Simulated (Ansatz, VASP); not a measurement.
# Zn (linear Zn chain): VASP beside Ansatz

Wanted: the spread between two codes on one cell, functional and k mesh. The structure shown is the end of the Ansatz relaxation below. Other levels of theory on this material are compared in a session of their own.

Main program and level: Ansatz 0.2.0; plane waves, with VASP 6.6.1 beside it; single point at RPBE.

## (1) The starting structure

The cell holds 1 atom: 1 Zn. Its edges and angles: a = 7.500 Å, b = 7.500 Å, c = 2.630 Å, α = 90.0°, β = 90.0°, γ = 90.0°. Vacuum lies along a and b. The structure's axis is c.

## (2) Ansatz: relaxation, RPBE

Ansatz runs on its default PAW (the set named soft_2) files.

This run makes the geometry at which the two programs are then compared.

File input.yaml:

```yaml
crystal:
  lattice:
    - [7.5, 0.0, 0.0]
    - [0.0, 7.5, 0.0]
    - [0.0, 0.0, 2.2692]
  atoms:
    - { symbol: Zn, position: [0.5, 0.5, 0.0], spin: 0.5 }
magnetization:
  spin_polarized: true
kpoints:
  mp_grid: { grid: [1, 1, 36] }
scf:
  occupations: { method: fermi_dirac, width: 0.05 }
hamiltonian:
  xc: rpbe
relax:
  cell: { fix: [a, b, alpha, beta, gamma] }
  max_steps: 60
```

On the command line:

```
ansatz run input.yaml --threads 4 --pin off --max-ram 8192MiB --backend cpu --events-out ev --progress --plain --runs-dir out
```

Numbers of over 12 decimals in the logs are rounded to 6 here.

The log of the run:

```text
Engine: ansatz 0.2.0, aarch64-unknown-linux-gnu
Pseudopotentials: kind: paw
Pseudopotential: Zn, paw, valence charge 12, recommended cutoff 420 eV (normal), Zn.paw.azcp
Functional definition: RPBE
  parameter kappa = 0.804
  parameter beta = 0.066725
  exchange = rpbe_x(kappa = kappa, mu = beta*pi^2/3)
  correlation = pbe_c(beta = beta)
Crystal: 1 atoms, lattice volume = 127.643 Å³
Basis set: ecut = 420 eV, 2511 PW (Γ), exchange–correlation on 108×108×32 points (8 copies of the dense FFT grid, shifted against one another)
Bands: 11, of which v1, the nominal top of the filled ones, is band 6 counted from 1 (5 counted from 0)
Symmetry: 16 space group operations
Space group: P4/mmm (ITA 123), of the structure as read, at distance tolerance 5.0e-5 Å
Magnetic group: BNS 123.339 (UNI 999), of the structure as read, at distance tolerance 5.0e-5 Å
k-points: 19 of 36
Non-local potential: Zn, projectors of the file, l = 0: 2, l = 1: 2, l = 2: 3, l = 3: 1
PAW form: soft (Blöchl's): semilocal exchange-correlation on the pseudo side does not see the compensation charge
PAW frozen core: Zn, regenerated for the run's functional, and the local potential with it (the file was generated under x = pbe(κ = 0.804, μ = 0.219515), c = pbe(β = 0.066725))
PAW one-centre angular grid: Zn, 590 points (default); XC on 64 Gauss nodes
Initial density: superposition of atomic densities (neutral atoms: chi_scale 0, normalization atom)
Starting moments: Σ|m| = 0.5 μB on 1 of 1 site
Initial wavefunctions: pseudopotential atomic-orbital guess
Functional: x = rpbe, c = pbe(β = 0.066725)
iter 1 solved again at ethr=1.69e-3 eV; its pass at ethr=3.10e-3 eV (dr2=2.03e-1 eV) is discarded
SCF iter   1: F=—  HF=-3323.482091 eV  |F-HF|=—  |Δ(HF+E_count)|=         —  Δρ=2.43e-2 (↑2.43e-2 ↓1.66e-2)  dr2=2.10e-1  dr2_m=4.52e-1  M=0.128 μB ∫|m|=0.128 μB  β_m=0.30  ethr=1.69e-3  ⟨swp⟩=1.0  Hψ=3337  notcnv=0
preconditioner: auto → LDOS  [metal: Δε(μ)=0.028 eV  Ē_g=11.181 eV  σ=0.050 eV  W_gap=0.14  n_scr=12 (ndim 8)  ℏωp=11.4 eV  f_vac=0.694  D(μ)=1.64/eV (n_scr^D=8)]
spin=Collinear: LDOS preconditioning applied to the charge; magnetization (m = ρ↑ − ρ↓) channel mixes plain (no charge-response kernel on spin).
SCF iter   2: F=—  HF=-3323.477577 eV  |F-HF|=—  |Δ(HF+E_count)|=   4.51e-3  Δρ=1.57e-2 (↑1.57e-2 ↓1.37e-2)  dr2=1.11e-1  dr2_m=2.31e-1  M=0.126 μB ∫|m|=0.126 μB  β_m=0.30  ethr=1.69e-3  ⟨swp⟩=2.5  Hψ=652  notcnv=0
SCF iter   3: F=—  HF=-3323.471247 eV  |F-HF|=—  |Δ(HF+E_count)|=   6.33e-3  Δρ=1.05e-2 (↑1.05e-2 ↓1.02e-2)  dr2=3.11e-2  dr2_m=1.18e-1  M=0.122 μB ∫|m|=0.122 μB  β_m=0.30  ethr=9.23e-4  ⟨swp⟩=2.0  Hψ=850  notcnv=0  defer=20
SCF iter   4: F=—  HF=-3323.477740 eV  |F-HF|=—  |Δ(HF+E_count)|=   6.49e-3  Δρ=7.71e-3 (↑7.00e-3 ↓7.71e-3)  dr2=4.25e-3  dr2_m=6.06e-2  M=0.114 μB ∫|m|=0.114 μB  β_m=0.30  ethr=2.60e-4  ⟨swp⟩=2.1  Hψ=580  notcnv=0  defer=20
SCF iter   5: F=—  HF=-3323.491910 eV  |F-HF|=—  |Δ(HF+E_count)|=   1.42e-2  Δρ=5.29e-3 (↑5.29e-3 ↓5.00e-3)  dr2=2.78e-4  dr2_m=3.09e-2  M=0.111 μB ∫|m|=0.111 μB  β_m=0.30  ethr=3.54e-5  ⟨swp⟩=2.0  Hψ=796  notcnv=0  defer=20
SCF iter   6: F=—  HF=-3323.493452 eV  |F-HF|=—  |Δ(HF+E_count)|=   1.54e-3  Δρ=3.75e-3 (↑3.75e-3 ↓3.61e-3)  dr2=1.31e-4  dr2_m=1.58e-2  M=0.110 μB ∫|m|=0.110 μB  β_m=0.30  ethr=2.32e-6  ⟨swp⟩=2.0  Hψ=688  notcnv=0  defer=20
SCF iter   7: F=—  HF=-3323.494367 eV  |F-HF|=—  |Δ(HF+E_count)|=   9.16e-4  Δρ=2.64e-3 (↑2.61e-3 ↓2.64e-3)  dr2=1.39e-5  dr2_m=8.07e-3  M=0.110 μB ∫|m|=0.111 μB  β_m=0.30  ethr=1.09e-6  ⟨swp⟩=2.4  Hψ=789  notcnv=0  defer=20
SCF iter   8: F=—  HF=-3323.494798 eV  |F-HF|=—  |Δ(HF+E_count)|=   4.31e-4  Δρ=1.90e-3 (↑1.86e-3 ↓1.90e-3)  dr2=1.88e-6  dr2_m=4.13e-3  M=0.110 μB ∫|m|=0.113 μB  β_m=0.30  ethr=1.15e-7  ⟨swp⟩=2.0  Hψ=649  notcnv=0  defer=20
Mixer restart at iter 8: flushing history
spin-set hold released at iteration 8 (site moments contracting): the magnetisation degrees of freedom join the quasi-Newton model from the next iteration; the mixer history was flushed
[...]
Crystal: 1 atoms, lattice volume = 147.965 Å³
Basis set: ecut = 420 eV, 2913 PW (Γ), exchange–correlation on 108×108×36 points (8 copies of the dense FFT grid, shifted against one another)
[...]
preconditioner: auto → none  [insulator: Δε(μ)=0.250 eV  Ē_g=10.315 eV  σ=0.050 eV  W_gap=0.79  n_scr=12 (ndim 8)  ℏωp=10.6 eV  f_vac=0.707  D(μ)=0.35/eV (n_scr^D=0)  ε∞_Penn≈2.1]
[...]
the starting moments were not kept: the SCF closed with an absolute magnetisation of 1.5e-6 μB, where they sum to 0.5 μB in size (1 site). That is at most 0.1 of that sum. Measured as dr2_m measures the in/out step, that magnetisation stands 4.2e-13 eV from none, at or under the dr2_threshold of 2.9e-8 eV: it is no larger than a step whose dr2_m would equal this threshold.
SCF 8 converged in 8 iterations: F = -3323.730790 eV  dr2 = 1.26e-13
relax step   8: F+E_penalty+E_count = -3323.73078961 eV  Δ(F+E_penalty+E_count) = -3.008e-4 eV  max|allowed force component| = 0.000e0 eV/Å  Δτ_max = 0.0000 Å  P = -0.061 GPa  Ω = 147.965 Å³  energy of the carried Pulay correction = -5.127e-5 eV  fix = [a, b, alpha, beta, gamma]  reactions: a -0.107, b -0.107 GPa  (8 SCF iters, dr2 threshold 2.88e-8 eV, accepted)
[...]
SCF iter   1: F=—  HF=-3323.730047 eV  |F-HF|=—  |Δ(HF+E_count)|=         —  Δρ=3.82e-5 (↑3.82e-5 ↓3.82e-5)  dr2=2.39e-7  dr2_m=4.90e-13  M=-0.000 μB ∫|m|=0.000 μB  β_m=0.30  ethr=3.24e-6  ⟨swp⟩=2.0  Hψ=3429  notcnv=0
eigensolver tolerance schedule: the retry pair's looser diagonalisation over-reported the residual by 1624.49 of it (diagonalisation noise at an unbounded share of the residual, at the tolerance the schedule requests for it); recorded, not acted on — ethr = c·dr2/N_el stays at c = 1.0e-1
preconditioner: auto → none  [insulator: Δε(μ)=0.258 eV  Ē_g=10.318 eV  σ=0.050 eV  W_gap=0.81  n_scr=12 (ndim 8)  ℏωp=10.6 eV  f_vac=0.706  D(μ)=0.33/eV (n_scr^D=0)  ε∞_Penn≈2.1]
SCF iter   2: F=—  HF=-3323.730478 eV  |F-HF|=—  |Δ(HF+E_count)|=   4.31e-4  Δρ=2.69e-5 (↑2.69e-5 ↓2.69e-5)  dr2=1.42e-7  dr2_m=4.05e-13  M=-0.000 μB ∫|m|=0.000 μB  β_m=0.52  ethr=2.00e-9  ⟨swp⟩=2.8  Hψ=824  notcnv=0
SCF iter   3: F=—  HF=-3323.730845 eV  |F-HF|=—  |Δ(HF+E_count)|=   3.67e-4  Δρ=8.25e-6 (↑8.25e-6 ↓8.25e-6)  dr2=1.27e-7  dr2_m=1.33e-13  M=-0.000 μB ∫|m|=0.000 μB  β_m=0.41  ethr=1.19e-9  ⟨swp⟩=3.0  Hψ=888  notcnv=0
SCF iter   4: F=—  HF=-3323.730831 eV  |F-HF|=—  |Δ(HF+E_count)|=   1.39e-5  Δρ=4.49e-6 (↑4.49e-6 ↓4.49e-6)  dr2=3.47e-8  dr2_m=9.11e-14  M=-0.000 μB ∫|m|=0.000 μB  β_m=0.71  ethr=1.06e-9  ⟨swp⟩=2.8  Hψ=860  notcnv=0
SCF iter   5: F=—  HF=-3323.730862 eV  |F-HF|=—  |Δ(HF+E_count)|=   3.06e-5  Δρ=4.00e-6 (↑4.00e-6 ↓4.00e-6)  dr2=1.77e-7  dr2_m=2.25e-14  M=-0.000 μB ∫|m|=0.000 μB  β_m=0.56  ethr=2.89e-10  ⟨swp⟩=3.0  Hψ=888  notcnv=0  recentre
SCF iter   6: F=—  HF=-3323.730849 eV  |F-HF|=—  |Δ(HF+E_count)|=   1.28e-5  Δρ=1.70e-6 (↑1.70e-6 ↓1.70e-6)  dr2=1.03e-9  dr2_m=2.96e-14  M=-0.000 μB ∫|m|=0.000 μB  β_m=0.56  ethr=2.89e-10  ⟨swp⟩=3.0  Hψ=846  notcnv=0
SCF iter   7: F=—  HF=-3323.730859 eV  |F-HF|=—  |Δ(HF+E_count)|=   1.01e-5  Δρ=5.68e-7 (↑5.67e-7 ↓5.68e-7)  dr2=8.99e-11  dr2_m=1.04e-14  M=-0.000 μB ∫|m|=0.000 μB  β_m=0.71  ethr=8.60e-12  ⟨swp⟩=3.0  Hψ=858  notcnv=0
SCF iter   8: F=—  HF=-3323.730839 eV  |F-HF|=—  |Δ(HF+E_count)|=   2.03e-5  Δρ=2.32e-7 (↑2.32e-7 ↓2.32e-7)  dr2=1.75e-10  dr2_m=3.21e-15  M=-0.000 μB ∫|m|=0.000 μB  β_m=0.71  ethr=1.00e-12  ⟨swp⟩=4.2  Hψ=1122  notcnv=0
SCF iter   9: F=—  HF=-3323.730839 eV  |F-HF|=—  |Δ(HF+E_count)|=   7.44e-8  Δρ=1.41e-7 (↑1.41e-7 ↓1.41e-7)  dr2=8.59e-11  dr2_m=2.15e-15  M=-0.000 μB ∫|m|=0.000 μB  β_m=0.85  ethr=1.00e-12  ⟨swp⟩=3.1  Hψ=654  notcnv=0
SCF iter  10: F=-3323.730839 eV  HF=-3323.730839 eV  |F-HF|=1.32e-9  |Δ(HF+E_count)|=   1.01e-9  Δρ=3.08e-8 (↑3.08e-8 ↓3.08e-8)  dr2=3.34e-12  dr2_m=4.77e-16  M=-0.000 μB ∫|m|=0.000 μB  ethr=1.00e-12  ⟨swp⟩=3.5  Hψ=1715  notcnv=0
the starting moments were not kept: the SCF closed with an absolute magnetisation of 4.1e-8 μB, where they sum to 0.5 μB in size (1 site). That is at most 0.1 of that sum. Measured as dr2_m measures the in/out step, that magnetisation stands 3.1e-16 eV from none, at or under the dr2_threshold of 1.0e-11 eV: it is no larger than a step whose dr2_m would equal this threshold.
SCF 9 converged in 10 iterations: F = -3323.730839 eV  dr2 = 3.34e-12
relax step   9: F+E_penalty+E_count = -3323.73083861 eV  Δ(F+E_penalty+E_count) = -4.900e-5 eV  max|allowed force component| = 0.000e0 eV/Å  Δτ_max = 0.0000 Å  P = -0.061 GPa  Ω = 147.965 Å³  fix = [a, b, alpha, beta, gamma]  reactions: a -0.107, b -0.107 GPa  stress off target by 3.02e-2 GPa on what of the cell is left free  SCF on the basis re-selected at this cell (its energy is not comparable with the rows above)  (10 SCF iters)
basis re-selected at this cell: Δ(F+E_penalty+E_count) = -4.900e-5 eV, ΔP = -0.000 GPa vs the last step (what re-selecting the basis moved, of the pressure what is left beyond the Pulay correction that the steps carried, after the strain that the cell walked since its last selection, with what the two solves' SCF thresholds leave and, on support functions, any second-order correction that the steps lacked; it is no measure of the basis error at this ecutwfc). This SCF's stress stands 3.02e-2 GPa from its target on what of the cell is left free (relax.cell.stress_tol is 5.00e-2 GPa) and its largest allowed force component is 0.00e0 eV/Å (relax.f_tol is 1.00e-2 eV/Å): [rest of the remark cut]
SCF converged after 10 iterations
Magnetization: -0.0000 μB (6.0000 up, 6.0000 down)
Absolute magnetization: 0.0000 μB (∫|ρ↑−ρ↓|, with the PAW one-centre terms)
Spin contamination: 0.0000 ħ² per cell (⟨S²⟩ above its minimum at these occupations)
Per-site moments (μB) at R_I (Å): [(-3.162321615244795e-9, 1.085075)]
Free energy (F): -3323.730839 eV
Harris-Foulkes:  -3323.730839 eV  (|F-HF|=1.32e-9)
Internal energy: -3323.727214 eV  (E = F + TS)
E sigma→0 (E₀):  -3323.729026 eV
Entropy (-TS):   -0.003625 eV (-3.625 meV/atom)
Fermi energy:    -0.842364 eV
--- Per-component energies (eV) ---
  E_band       = -94.588480
  E_kinetic    = 129.176369
  E_local      = -3204.213066  (includes V_loc(G=0)·N_el)
  E_nonlocal   = 611.422755
  E_hartree    = 1405.305257
  E_xc         = -136.135680
  E_vxc        = -48.986831  (∫ρ·V_xc dr)
  E_paw        = -1830.664795  (= ΣΔE_a)
  E_vpaw       = -392.597838  (= ΣTr[D̂ρ^β])
  E_aug_tail   = -0.000367  (compensation charges beyond the density's cutoff)
  E_ewald      = -298.543692
  E_core_change = -0.073995  (= ΣΔE_core)
  E_smearing   = -0.003625  (= −TS)
  E_closure    = 0.000000  (closes the sum)
  Σ components = -3323.730839   (vs F -3323.730839, Δ=0.00e0)
--- Forces (eV/Å), atoms counted from 1 ---
  atom   1  Zn     0.00000000    -0.00000000     0.00000000
  max |Σ_I F_I| component: 5.68e-29 eV/Å
--- Stress (GPa, compression-positive) ---
       -0.107137       0.000000       0.000000
        0.000000      -0.107137       0.000000
        0.000000       0.000000       0.030162
  P = ⅓ Tr σ = -0.0614 GPa (-0.614 kbar)
--- Relaxed structure (7 steps of the walk, 7 accepted, 2 SCFs on fresh bases) ---
  F+E_penalty+E_count = -3323.73083861 eV   max|allowed force component| = 0.000e0 eV/Å   (the final SCF, on the basis selected at the relaxed cell)
  cell:  # Å, volume = 147.9648 Å³
    - [7.5, 0.0, 0.0]
    - [0.0, 7.5, 0.0]
    - [0.0, 0.0, 2.630486]
  atoms:
    - { symbol: Zn, position: [0.5, 0.5, 0.0] }
```

Reading the cycles: dr2 is the Hartree energy of the density residual (eV), the measure of convergence; HF is the Harris–Foulkes estimate of the energy, which meets the free energy F at convergence.

[end of part 1 of 2]

[Lines on the potential files, build, host, timing and source positions are cut from VASP's logs without a mark.]

[Logs are printed without paths, hosts, clocks, repeated set-up lines and the standing remarks that a program may print on its own settings, such as how far it seeks lower states.]

[Hosts, paths, dates, database ids (printed as entryN), source tags and the programs' standing remarks are cut or masked in the printed files.]
